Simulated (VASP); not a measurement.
Data:

```
Tm
1.0
    1.77000    -3.06573     0.00000
    1.77000     3.06573     0.00000
    0.00000     0.00000     5.55000
Tm
2
Direct
  0.33333   0.66667   0.25000
  0.66667   0.33333   0.75000
```

Computed with vdW-DF2, VASP's PBE PAW potentials (set 64) (plane waves; VASP). Numerical set-up: 520 eV cut-off, 11×11×6 Γ-centred mesh, first-order Methfessel-Paxton smearing of 0.10 eV, potentials Tm_3.

The 4f electrons are frozen in the core of the lanthanide potential, so 4f levels, which can set the real gap, and their magnetism are missing. Energy and stress use the plane-wave basis of the starting cell.

### Question
The ions, cell shape and volume are relaxed. Predict the relaxed structure.

### Answer

```
Tm
1.0
    1.80069    -3.11888     0.00000
    1.80069     3.11888     0.00000
    0.00000     0.00000     5.58929
Tm
2
Direct
  0.33333   0.66667   0.25000
  0.66667   0.33333   0.75000
```
Space group P6_3/mmc (194), at a tolerance of 0.03 Å.

### Question
How do energy and volume change from the first to the last step?

### Answer
The energy (σ→0) changes by -8.7 meV/atom and the volume by +4.2 %, in 6 ionic steps.

| step | E(σ→0) (eV) | max force (eV/Å) | pressure (GPa) | volume (Å³) |
|---|---|---|---|---|
| 1 | -2.6609 | 0.000 | 2.11 | 60.23 |
| 2 | -2.6765 | 0.000 | -0.63 | 63.75 |
| 3 | -2.6782 | 0.000 | -0.03 | 62.88 |
| 4 | -2.6782 | 0.000 | 0.01 | 62.83 |
| 5 | -2.6783 | 0.000 | 0.03 | 62.80 |
| 6 | -2.6783 | 0.000 | 0.05 | 62.78 |

The compound is Tm in the hcp structure. This run relaxes it. Symmetry was kept, so distortions that lower it aren't found.
